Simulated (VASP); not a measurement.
A 71-atom supercell of AlN (wurtzite) holds Ge on the Al site with a neighbouring N vacancy in charge state +1. It is relaxed twice, with the total moment held at 1 and at 3 μB. Computed with PBE GGA, VASP's PBE PAW potentials (set 64) (plane waves; VASP). Run with PREC = Normal, LREAL = Auto, ISYM = 0, NELECT = 283.0, EDIFF = 1E-5, 400 eV cut-off, 1×1×1 Γ-centred mesh, Gaussian smearing of 0.050 eV, potentials Al N Ge.

The cell is charged, with a uniform compensating background. The supercell is sampled at Γ alone, which is coarse: total energies, pressure and levels can be off, energies of defects by several tenths of an eV.

Question: Which spin state lies lower, and by how much?

Answer: The state with 1 μB lies lower, by 3.44 eV.

The cell is a supercell with a defect, built from AlN (wurtzite).
